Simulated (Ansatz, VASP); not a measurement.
# Ge (Germanium) in two plane-wave programs

Wanted: the spread between two codes on one cell, functional and k mesh. The cell is taken from a series of runs on this material, whose earlier steps may have relaxed, scaled, displaced or heated it; both programs get it as it stands.

Calculated with Ansatz 0.2.0; plane waves, with VASP 6.6.1 beside it; zone-centre phonons at LDA.

## Step 1: The starting structure

Symmetry: R-3m, No. 166, trigonal system. The conventional cell has a = 4.134 Å, b = 4.134 Å, c = 9.589 Å, α = 90.00°, β = 90.00°, γ = 120.00°. Ge has 4 Ge at 2.45 to 2.50 Å nearest.

## Step 2: VASP: zone-centre phonons, LDA

Second derivatives magnify differences that forces hide, and they need a tight electronic threshold.

Lines of VASP's logs that name or quote its potential files are left out, and so is its time.

INCAR reads:

```
SYSTEM = Ge
PREC = Accurate
ENCUT = 500
EDIFF = 1E-08
NELM = 120
ISMEAR = 0
SIGMA = 0.015
LREAL = .FALSE.
ALGO = Normal
GGA = CA
NBANDS = 20
LORBIT = 11
LWAVE = .FALSE.
LCHARG = .FALSE.
ISIF = 2
ISYM = 2
IBRION = 8
LASPH = .TRUE.
GGA_COMPAT = .FALSE.
EFERMI = MIDGAP
KPAR = 2
```

POSCAR reads:

```
Ge
1.0
   -0.1034537417      2.8197186376      2.8197186376
    2.8197186376     -0.1034537417      2.8197186376
    2.8197186376      2.8197186376     -0.1034537417
Ge
2
Direct
    0.4974609918      0.4974609918      0.4974609918
    0.7525390082      0.7525390082      0.7525390082
```

KPOINTS reads:

```
Points of the shifted mesh
1728
Reciprocal
 0.0416666667  0.0416666667  0.0416666667 1
 0.0416666667  0.0416666667  0.1250000000 1
 0.0416666667  0.0416666667  0.2083333333 1
 0.0416666667  0.0416666667  0.2916666667 1
 0.0416666667  0.0416666667  0.3750000000 1
 0.0416666667  0.0416666667  0.4583333333 1
 0.0416666667  0.0416666667  0.5416666667 1
 0.0416666667  0.0416666667  0.6250000000 1
 0.0416666667  0.0416666667  0.7083333333 1
 0.0416666667  0.0416666667  0.7916666667 1
 0.0416666667  0.0416666667  0.8750000000 1
 0.0416666667  0.0416666667  0.9583333333 1
 0.0416666667  0.1250000000  0.0416666667 1
 0.0416666667  0.1250000000  0.1250000000 1
 0.0416666667  0.1250000000  0.2083333333 1
 0.0416666667  0.1250000000  0.2916666667 1
 0.0416666667  0.1250000000  0.3750000000 1
 0.0416666667  0.1250000000  0.4583333333 1
 0.0416666667  0.1250000000  0.5416666667 1
 0.0416666667  0.1250000000  0.6250000000 1
 0.0416666667  0.1250000000  0.7083333333 1
 0.0416666667  0.1250000000  0.7916666667 1
 0.0416666667  0.1250000000  0.8750000000 1
 0.0416666667  0.1250000000  0.9583333333 1
 0.0416666667  0.2083333333  0.0416666667 1
 0.0416666667  0.2083333333  0.1250000000 1
 0.0416666667  0.2083333333  0.2083333333 1
 0.0416666667  0.2083333333  0.2916666667 1
 0.0416666667  0.2083333333  0.3750000000 1
 0.0416666667  0.2083333333  0.4583333333 1
 0.0416666667  0.2083333333  0.5416666667 1
 0.0416666667  0.2083333333  0.6250000000 1
 0.0416666667  0.2083333333  0.7083333333 1
 0.0416666667  0.2083333333  0.7916666667 1
 0.0416666667  0.2083333333  0.8750000000 1
 0.0416666667  0.2083333333  0.9583333333 1
 0.0416666667  0.2916666667  0.0416666667 1
 0.0416666667  0.2916666667  0.1250000000 1
 0.0416666667  0.2916666667  0.2083333333 1
 0.0416666667  0.2916666667  0.2916666667 1
 0.0416666667  0.2916666667  0.3750000000 1
 0.0416666667  0.2916666667  0.4583333333 1
 0.0416666667  0.2916666667  0.5416666667 1
 0.0416666667  0.2916666667  0.6250000000 1
 0.0416666667  0.2916666667  0.7083333333 1
 0.0416666667  0.2916666667  0.7916666667 1
 0.0416666667  0.2916666667  0.8750000000 1
 0.0416666667  0.2916666667  0.9583333333 1
 0.0416666667  0.3750000000  0.0416666667 1
 0.0416666667  0.3750000000  0.1250000000 1
 0.0416666667  0.3750000000  0.2083333333 1
 0.0416666667  0.3750000000  0.2916666667 1
 0.0416666667  0.3750000000  0.3750000000 1
 0.0416666667  0.3750000000  0.4583333333 1
 0.0416666667  0.3750000000  0.5416666667 1
 0.0416666667  0.3750000000  0.6250000000 1
 0.0416666667  0.3750000000  0.7083333333 1
 0.0416666667  0.3750000000  0.7916666667 1
 0.0416666667  0.3750000000  0.8750000000 1
 0.0416666667  0.3750000000  0.9583333333 1
 0.0416666667  0.4583333333  0.0416666667 1
 0.0416666667  0.4583333333  0.1250000000 1
 0.0416666667  0.4583333333  0.2083333333 1
 0.0416666667  0.4583333333  0.2916666667 1
 0.0416666667  0.4583333333  0.3750000000 1
 0.0416666667  0.4583333333  0.4583333333 1
 0.0416666667  0.4583333333  0.5416666667 1
 0.0416666667  0.4583333333  0.6250000000 1
 0.0416666667  0.4583333333  0.7083333333 1
 0.0416666667  0.4583333333  0.7916666667 1
 0.0416666667  0.4583333333  0.8750000000 1
 0.0416666667  0.4583333333  0.9583333333 1
 0.0416666667  0.5416666667  0.0416666667 1
 0.0416666667  0.5416666667  0.1250000000 1
 0.0416666667  0.5416666667  0.2083333333 1
 0.0416666667  0.5416666667  0.2916666667 1
 0.0416666667  0.5416666667  0.3750000000 1
 0.0416666667  0.5416666667  0.4583333333 1
 0.0416666667  0.5416666667  0.5416666667 1
 0.0416666667  0.5416666667  0.6250000000 1
 0.0416666667  0.5416666667  0.7083333333 1
 0.0416666667  0.5416666667  0.7916666667 1
 0.0416666667  0.5416666667  0.8750000000 1
 0.0416666667  0.5416666667  0.9583333333 1
 0.0416666667  0.6250000000  0.0416666667 1
 0.0416666667  0.6250000000  0.1250000000 1
 0.0416666667  0.6250000000  0.2083333333 1
 0.0416666667  0.6250000000  0.2916666667 1
 0.0416666667  0.6250000000  0.3750000000 1
 0.0416666667  0.6250000000  0.4583333333 1
 0.0416666667  0.6250000000  0.5416666667 1
 0.0416666667  0.6250000000  0.6250000000 1
 0.0416666667  0.6250000000  0.7083333333 1
 0.0416666667  0.6250000000  0.7916666667 1
 0.0416666667  0.6250000000  0.8750000000 1
 0.0416666667  0.6250000000  0.9583333333 1
 0.0416666667  0.7083333333  0.0416666667 1
 0.0416666667  0.7083333333  0.1250000000 1
 0.0416666667  0.7083333333  0.2083333333 1
 0.0416666667  0.7083333333  0.2916666667 1
 0.0416666667  0.7083333333  0.3750000000 1
 0.0416666667  0.7083333333  0.4583333333 1
 0.0416666667  0.7083333333  0.5416666667 1
 0.0416666667  0.7083333333  0.6250000000 1
 0.0416666667  0.7083333333  0.7083333333 1
 0.0416666667  0.7083333333  0.7916666667 1
 0.0416666667  0.7083333333  0.8750000000 1
 0.0416666667  0.7083333333  0.9583333333 1
 0.0416666667  0.7916666667  0.0416666667 1
 0.0416666667  0.7916666667  0.1250000000 1
 0.0416666667  0.7916666667  0.2083333333 1
 0.0416666667  0.7916666667  0.2916666667 1
[... 1390 lines left out ...]
 0.8750000000  0.4583333333  0.1250000000 1
 0.8750000000  0.4583333333  0.2083333333 1
 0.8750000000  0.4583333333  0.2916666667 1
 0.8750000000  0.4583333333  0.3750000000 1
 0.8750000000  0.4583333333  0.4583333333 1
 0.8750000000  0.4583333333  0.5416666667 1
 0.8750000000  0.4583333333  0.6250000000 1
 0.8750000000  0.4583333333  0.7083333333 1
 0.8750000000  0.4583333333  0.7916666667 1
 0.8750000000  0.4583333333  0.8750000000 1
 0.8750000000  0.4583333333  0.9583333333 1
 0.8750000000  0.5416666667  0.0416666667 1
 0.8750000000  0.5416666667  0.1250000000 1
 0.8750000000  0.5416666667  0.2083333333 1
 0.8750000000  0.5416666667  0.2916666667 1
 0.8750000000  0.5416666667  0.3750000000 1
 0.8750000000  0.5416666667  0.4583333333 1
 0.8750000000  0.5416666667  0.5416666667 1
 0.8750000000  0.5416666667  0.6250000000 1
 0.8750000000  0.5416666667  0.7083333333 1
 0.8750000000  0.5416666667  0.7916666667 1
 0.8750000000  0.5416666667  0.8750000000 1
 0.8750000000  0.5416666667  0.9583333333 1
 0.8750000000  0.6250000000  0.0416666667 1
 0.8750000000  0.6250000000  0.1250000000 1
 0.8750000000  0.6250000000  0.2083333333 1
 0.8750000000  0.6250000000  0.2916666667 1
 0.8750000000  0.6250000000  0.3750000000 1
 0.8750000000  0.6250000000  0.4583333333 1
 0.8750000000  0.6250000000  0.5416666667 1
 0.8750000000  0.6250000000  0.6250000000 1
 0.8750000000  0.6250000000  0.7083333333 1
 0.8750000000  0.6250000000  0.7916666667 1
 0.8750000000  0.6250000000  0.8750000000 1
 0.8750000000  0.6250000000  0.9583333333 1
 0.8750000000  0.7083333333  0.0416666667 1
 0.8750000000  0.7083333333  0.1250000000 1
 0.8750000000  0.7083333333  0.2083333333 1
 0.8750000000  0.7083333333  0.2916666667 1
 0.8750000000  0.7083333333  0.3750000000 1
 0.8750000000  0.7083333333  0.4583333333 1
 0.8750000000  0.7083333333  0.5416666667 1
 0.8750000000  0.7083333333  0.6250000000 1
 0.8750000000  0.7083333333  0.7083333333 1
 0.8750000000  0.7083333333  0.7916666667 1
 0.8750000000  0.7083333333  0.8750000000 1
 0.8750000000  0.7083333333  0.9583333333 1
 0.8750000000  0.7916666667  0.0416666667 1
 0.8750000000  0.7916666667  0.1250000000 1
 0.8750000000  0.7916666667  0.2083333333 1
 0.8750000000  0.7916666667  0.2916666667 1
 0.8750000000  0.7916666667  0.3750000000 1
 0.8750000000  0.7916666667  0.4583333333 1
 0.8750000000  0.7916666667  0.5416666667 1
 0.8750000000  0.7916666667  0.6250000000 1
 0.8750000000  0.7916666667  0.7083333333 1
 0.8750000000  0.7916666667  0.7916666667 1
 0.8750000000  0.7916666667  0.8750000000 1
 0.8750000000  0.7916666667  0.9583333333 1
 0.8750000000  0.8750000000  0.0416666667 1
 0.8750000000  0.8750000000  0.1250000000 1
 0.8750000000  0.8750000000  0.2083333333 1
 0.8750000000  0.8750000000  0.2916666667 1
 0.8750000000  0.8750000000  0.3750000000 1
 0.8750000000  0.8750000000  0.4583333333 1
 0.8750000000  0.8750000000  0.5416666667 1
 0.8750000000  0.8750000000  0.6250000000 1
 0.8750000000  0.8750000000  0.7083333333 1
 0.8750000000  0.8750000000  0.7916666667 1
 0.8750000000  0.8750000000  0.8750000000 1
 0.8750000000  0.8750000000  0.9583333333 1
 0.8750000000  0.9583333333  0.0416666667 1
 0.8750000000  0.9583333333  0.1250000000 1
 0.8750000000  0.9583333333  0.2083333333 1
 0.8750000000  0.9583333333  0.2916666667 1
 0.8750000000  0.9583333333  0.3750000000 1
 0.8750000000  0.9583333333  0.4583333333 1
 0.8750000000  0.9583333333  0.5416666667 1
 0.8750000000  0.9583333333  0.6250000000 1
 0.8750000000  0.9583333333  0.7083333333 1
 0.8750000000  0.9583333333  0.7916666667 1
 0.8750000000  0.9583333333  0.8750000000 1
 0.8750000000  0.9583333333  0.9583333333 1
 0.9583333333  0.0416666667  0.0416666667 1
 0.9583333333  0.0416666667  0.1250000000 1
 0.9583333333  0.0416666667  0.2083333333 1
 0.9583333333  0.0416666667  0.2916666667 1
 0.9583333333  0.0416666667  0.3750000000 1
 0.9583333333  0.0416666667  0.4583333333 1
 0.9583333333  0.0416666667  0.5416666667 1
 0.9583333333  0.0416666667  0.6250000000 1
 0.9583333333  0.0416666667  0.7083333333 1
 0.9583333333  0.0416666667  0.7916666667 1
 0.9583333333  0.0416666667  0.8750000000 1
 0.9583333333  0.0416666667  0.9583333333 1
 0.9583333333  0.1250000000  0.0416666667 1
 0.9583333333  0.1250000000  0.1250000000 1
 0.9583333333  0.1250000000  0.2083333333 1
 0.9583333333  0.1250000000  0.2916666667 1
 0.9583333333  0.1250000000  0.3750000000 1
 0.9583333333  0.1250000000  0.4583333333 1
 0.9583333333  0.1250000000  0.5416666667 1
 0.9583333333  0.1250000000  0.6250000000 1
 0.9583333333  0.1250000000  0.7083333333 1
 0.9583333333  0.1250000000  0.7916666667 1
 0.9583333333  0.1250000000  0.8750000000 1
 0.9583333333  0.1250000000  0.9583333333 1
 0.9583333333  0.2083333333  0.0416666667 1
 0.9583333333  0.2083333333  0.1250000000 1
 0.9583333333  0.2083333333  0.2083333333 1
 0.9583333333  0.2083333333  0.2916666667 1
 0.9583333333  0.2083333333  0.3750000000 1
 0.9583333333  0.2083333333  0.4583333333 1
 0.9583333333  0.2083333333  0.5416666667 1
 0.9583333333  0.2083333333  0.6250000000 1
 0.9583333333  0.2083333333  0.7083333333 1
 0.9583333333  0.2083333333  0.7916666667 1
 0.9583333333  0.2083333333  0.8750000000 1
 0.9583333333  0.2083333333  0.9583333333 1
 0.9583333333  0.2916666667  0.0416666667 1
 0.9583333333  0.2916666667  0.1250000000 1
 0.9583333333  0.2916666667  0.2083333333 1
 0.9583333333  0.2916666667  0.2916666667 1
 0.9583333333  0.2916666667  0.3750000000 1
 0.9583333333  0.2916666667  0.4583333333 1
 0.9583333333  0.2916666667  0.5416666667 1
 0.9583333333  0.2916666667  0.6250000000 1
 0.9583333333  0.2916666667  0.7083333333 1
 0.9583333333  0.2916666667  0.7916666667 1
 0.9583333333  0.2916666667  0.8750000000 1
 0.9583333333  0.2916666667  0.9583333333 1
 0.9583333333  0.3750000000  0.0416666667 1
 0.9583333333  0.3750000000  0.1250000000 1
 0.9583333333  0.3750000000  0.2083333333 1
 0.9583333333  0.3750000000  0.2916666667 1
 0.9583333333  0.3750000000  0.3750000000 1
 0.9583333333  0.3750000000  0.4583333333 1
 0.9583333333  0.3750000000  0.5416666667 1
 0.9583333333  0.3750000000  0.6250000000 1
 0.9583333333  0.3750000000  0.7083333333 1
 0.9583333333  0.3750000000  0.7916666667 1
 0.9583333333  0.3750000000  0.8750000000 1
 0.9583333333  0.3750000000  0.9583333333 1
 0.9583333333  0.4583333333  0.0416666667 1
 0.9583333333  0.4583333333  0.1250000000 1
 0.9583333333  0.4583333333  0.2083333333 1
 0.9583333333  0.4583333333  0.2916666667 1
 0.9583333333  0.4583333333  0.3750000000 1
 0.9583333333  0.4583333333  0.4583333333 1
 0.9583333333  0.4583333333  0.5416666667 1
 0.9583333333  0.4583333333  0.6250000000 1
 0.9583333333  0.4583333333  0.7083333333 1
 0.9583333333  0.4583333333  0.7916666667 1
 0.9583333333  0.4583333333  0.8750000000 1
 0.9583333333  0.4583333333  0.9583333333 1
 0.9583333333  0.5416666667  0.0416666667 1
 0.9583333333  0.5416666667  0.1250000000 1
 0.9583333333  0.5416666667  0.2083333333 1
 0.9583333333  0.5416666667  0.2916666667 1
 0.9583333333  0.5416666667  0.3750000000 1
 0.9583333333  0.5416666667  0.4583333333 1
 0.9583333333  0.5416666667  0.5416666667 1
 0.9583333333  0.5416666667  0.6250000000 1
 0.9583333333  0.5416666667  0.7083333333 1
 0.9583333333  0.5416666667  0.7916666667 1
 0.9583333333  0.5416666667  0.8750000000 1
 0.9583333333  0.5416666667  0.9583333333 1
 0.9583333333  0.6250000000  0.0416666667 1
 0.9583333333  0.6250000000  0.1250000000 1
 0.9583333333  0.6250000000  0.2083333333 1
 0.9583333333  0.6250000000  0.2916666667 1
 0.9583333333  0.6250000000  0.3750000000 1
 0.9583333333  0.6250000000  0.4583333333 1
 0.9583333333  0.6250000000  0.5416666667 1
 0.9583333333  0.6250000000  0.6250000000 1
 0.9583333333  0.6250000000  0.7083333333 1
 0.9583333333  0.6250000000  0.7916666667 1
 0.9583333333  0.6250000000  0.8750000000 1
 0.9583333333  0.6250000000  0.9583333333 1
 0.9583333333  0.7083333333  0.0416666667 1
 0.9583333333  0.7083333333  0.1250000000 1
 0.9583333333  0.7083333333  0.2083333333 1
 0.9583333333  0.7083333333  0.2916666667 1
 0.9583333333  0.7083333333  0.3750000000 1
 0.9583333333  0.7083333333  0.4583333333 1
 0.9583333333  0.7083333333  0.5416666667 1
 0.9583333333  0.7083333333  0.6250000000 1
 0.9583333333  0.7083333333  0.7083333333 1
 0.9583333333  0.7083333333  0.7916666667 1
 0.9583333333  0.7083333333  0.8750000000 1
 0.9583333333  0.7083333333  0.9583333333 1
 0.9583333333  0.7916666667  0.0416666667 1
 0.9583333333  0.7916666667  0.1250000000 1
 0.9583333333  0.7916666667  0.2083333333 1
 0.9583333333  0.7916666667  0.2916666667 1
 0.9583333333  0.7916666667  0.3750000000 1
 0.9583333333  0.7916666667  0.4583333333 1
 0.9583333333  0.7916666667  0.5416666667 1
 0.9583333333  0.7916666667  0.6250000000 1
 0.9583333333  0.7916666667  0.7083333333 1
 0.9583333333  0.7916666667  0.7916666667 1
 0.9583333333  0.7916666667  0.8750000000 1
 0.9583333333  0.7916666667  0.9583333333 1
 0.9583333333  0.8750000000  0.0416666667 1
 0.9583333333  0.8750000000  0.1250000000 1
 0.9583333333  0.8750000000  0.2083333333 1
 0.9583333333  0.8750000000  0.2916666667 1
 0.9583333333  0.8750000000  0.3750000000 1
 0.9583333333  0.8750000000  0.4583333333 1
 0.9583333333  0.8750000000  0.5416666667 1
 0.9583333333  0.8750000000  0.6250000000 1
 0.9583333333  0.8750000000  0.7083333333 1
 0.9583333333  0.8750000000  0.7916666667 1
 0.9583333333  0.8750000000  0.8750000000 1
 0.9583333333  0.8750000000  0.9583333333 1
 0.9583333333  0.9583333333  0.0416666667 1
 0.9583333333  0.9583333333  0.1250000000 1
 0.9583333333  0.9583333333  0.2083333333 1
 0.9583333333  0.9583333333  0.2916666667 1
 0.9583333333  0.9583333333  0.3750000000 1
 0.9583333333  0.9583333333  0.4583333333 1
 0.9583333333  0.9583333333  0.5416666667 1
 0.9583333333  0.9583333333  0.6250000000 1
 0.9583333333  0.9583333333  0.7083333333 1
 0.9583333333  0.9583333333  0.7916666667 1
 0.9583333333  0.9583333333  0.8750000000 1
 0.9583333333  0.9583333333  0.9583333333 1
```

Potentials, in the order of the species: Ge_d (LDA family, release 64).

Started as:

```console
> mpirun -np 2 vasp_std
```

Numbers of over 12 decimals in the logs are rounded to 6 here.

The log of the run:

```text
[banner, memory and clock lines left out]
running    2 mpi-ranks, on    1 nodes
 distrk:  each k-point on    1 cores,    2 groups
 distr:  one band on    1 cores,    1 groups

 POSCAR found type information on POSCAR Ge
 POSCAR found :  1 types and       2 ions
 LDA part: xc-table for (Slater(with rela. corr.)+CA(PZ))
 , standard interpolation
 POSCAR, INCAR and KPOINTS ok, starting setup
 FFT: planning ... GRIDC
 FFT: planning ... GRID_SOFT
 FFT: planning ... GRID
 WAVECAR not read
 entering main loop
       N       E                     dE             d eps       ncg     rms          rms(c)
DAV:   1     0.185026793241E+03    0.18503E+03   -0.14779E+04 74240   0.364E+03
DAV:   2     0.156526712760E+02   -0.16937E+03   -0.16489E+03 69272   0.586E+02
DAV:   3    -0.964286162476E+01   -0.25296E+02   -0.25117E+02 78016   0.145E+02
DAV:   4    -0.104698620219E+02   -0.82700E+00   -0.82637E+00 77920   0.307E+01
DAV:   5    -0.104836963135E+02   -0.13834E-01   -0.13834E-01 77036   0.434E+00    0.308E+00
DAV:   6    -0.103790058412E+02    0.10469E+00   -0.36003E-02 77044   0.177E+00    0.176E+00
DAV:   7    -0.103265264041E+02    0.52479E-01   -0.71909E-02 73128   0.209E+00    0.145E-01
DAV:   8    -0.103270852075E+02   -0.55880E-03   -0.65865E-03 78488   0.982E-01    0.522E-02
DAV:   9    -0.103271061584E+02   -0.20951E-04   -0.19312E-04 80236   0.173E-01    0.238E-02
DAV:  10    -0.103271097427E+02   -0.35843E-05   -0.17472E-05 94480   0.526E-02    0.527E-03
DAV:  11    -0.103271093513E+02    0.39138E-06   -0.21009E-06 75216   0.981E-03    0.127E-03
DAV:  12    -0.103271093485E+02    0.28040E-08   -0.37984E-07 81408   0.461E-03    0.561E-04
DAV:  13    -0.103271093412E+02    0.72578E-08   -0.18307E-08 61136   0.101E-03
   1 F= -.10327109E+02 E0= -.10327109E+02  d E =-.883996E-11
 Linear response reoptimize wavefunctions to high precision
DAV:   1    -0.103271093406E+02    0.62664E-09   -0.64744E-09 64968   0.790E-04
DAV:   2    -0.103271093407E+02   -0.70031E-10   -0.69246E-10 39844   0.276E-04
 Linear response DOF=           1
 Linear response progress:
  Degree of freedom:   1/  1
       N       E                     dE             d eps       ncg     rms          rms(c)
RMM:   1    -0.188461305680E+00   -0.18846E+00    0.82223E+00 85196   0.441E+01
RMM:   2    -0.195858892534E+00   -0.73976E-02   -0.12937E-02112354   0.105E+00    0.695E-02
RMM:   3    -0.195872928335E+00   -0.14036E-04   -0.90609E-04117514   0.311E-01    0.397E-02
RMM:   4    -0.195783957507E+00    0.88971E-04   -0.64038E-05125605   0.829E-02    0.498E-03
RMM:   5    -0.195788679076E+00   -0.47216E-05   -0.52418E-06121409   0.199E-02    0.221E-03
RMM:   6    -0.195798477259E+00   -0.97982E-05   -0.32040E-07123286   0.554E-03    0.374E-04
RMM:   7    -0.195798361434E+00    0.11582E-06   -0.59996E-08127558   0.184E-03    0.227E-04
RMM:   8    -0.195798246658E+00    0.11478E-06   -0.64881E-09129100   0.644E-04    0.470E-05
RMM:   9    -0.195798084817E+00    0.16184E-06   -0.20524E-08117019   0.297E-04    0.174E-05
RMM:  10    -0.195798195002E+00   -0.11018E-06   -0.10737E-08129127   0.139E-04    0.822E-06
RMM:  11    -0.195798213725E+00   -0.18723E-07   -0.17777E-08133768   0.674E-05    0.433E-06
RMM:  12    -0.195798244526E+00   -0.30801E-07    0.84593E-10158572   0.381E-05    0.164E-06
RMM:  13    -0.195798252100E+00   -0.75741E-08    0.51154E-10178463   0.245E-05    0.565E-07
 first order change of Fermi-energy   0.81171E-01
 force on displaced ion       1 direction 1 :  -9.965  -0.449  -0.449
 Linear response finished
```

(Continued in part 2 of 2.)

[Lines on the potential files, build, host, timing and source positions are cut from VASP's logs without a mark.]

[Logs are printed without paths, hosts, clocks, repeated set-up lines and the standing remarks that a program may print on its own settings, such as how far it seeks lower states.]

[Hosts, paths, dates, database ids (printed as entryN), source tags and the programs' standing remarks are cut or masked in the printed files.]
